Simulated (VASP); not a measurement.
SnC (relaxed from the zinc blende structure, space group F-43m): computed properties

Level of theory: PBEsol GGA, VASP's PBE PAW potentials (set 64) (plane waves; VASP).

For SnC, the space group is F-43m (216). The cell is a = 5.0324 Å, b = 5.0324 Å, c = 5.0324 Å, α = 90.00°, β = 90.00°, γ = 90.00° and the volume per atom is 15.93 Å³/atom. The band gap (over mesh and band path) is 0.78 eV and the smallest direct gap (over mesh and band path) comes out as 0.78 eV. The band-edge character is direct, Γ to Γ and the density comes out as 6.81 g/cm³.

SnC is taken in the cubic space group F-43m (No. 216), the zinc blende structure, Pearson symbol cF8. Lattice parameters: a = b = c = 5.032 Å, α = β = γ = 90.00°. Sn on 4a sees 4 C at 2.179 Å (tetrahedral). C on 4d has 4 Sn at 2.179 Å (tetrahedral). (Neighbours: up to the widest gap in distance over summed covalent radii, below 1.35, at either atom; cation-cation and far metal-metal contacts left out.)
(The calculation used a cell of 2 atoms; values per cell refer to that cell.)

Unless said otherwise, spin-orbit coupling is left out, though it shifts the bands of the heavy elements here.

The structure was generated: SnC was put into the zinc blende type (F-43m), which need not be its known phase. It was relaxed first. Symmetry was kept, so distortions that lower it aren't found.
